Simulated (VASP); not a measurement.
Level of theory: PBE GGA, VASP's PBE PAW potentials (set 64) (plane waves; VASP 6.6.1).

VASP ran on this input.

**INCAR**
```
# general
SYSTEM   =  GaSb
PREC     =  Accurate
ENCUT    =  400
LREAL    =  F
LASPH    =  T

# electronic loop
EDIFF    =  1E-6
NELM     =  100
ALGO     =  Normal
LMAXMIX  =  4

# smearing
ISMEAR   =  2
SIGMA    =  0.01

# functional
GGA      =  PE

# ions
ISIF     =  2

# output
LWAVE    =  F
LCHARG   =  F
```

POSCAR:
```
GaSb
1
    0.0000000000     3.0500000000     3.0500000000
    3.0500000000     0.0000000000     3.0500000000
    3.0500000000     3.0500000000     0.0000000000
Ga Sb
1 1
Direct
  0.0000000000   0.0000000000   0.0000000000
  0.2500000000   0.2500000000   0.2500000000
```

**KPOINTS**
```
Automatic mesh
0
Gamma
7 7 7
0 0 0
```

POTCAR, in this order: Ga_d Sb (PBE.64 set). Program: vasp_std.

### Question
What will the output report for the number of irreducible k-points (NKPTS), number of bands (NBANDS), largest plane-wave count, number of space-group operations, FFT grid (NGX, NGY, NGZ)?

### Answer

The number of irreducible k-points (NKPTS) is 20, the number of bands (NBANDS) is 13 and the largest plane-wave count is 1041. The number of space-group operations is 24 and the FFT grid (NGX, NGY, NGZ) comes out as 28 × 28 × 28.

The compound is GaSb in the zinc blende structure. The cell was not relaxed at this level. The run is one of a series of settings (ISMEAR = 2, SIGMA = 0.01 against the base run), some of them coarse on purpose.
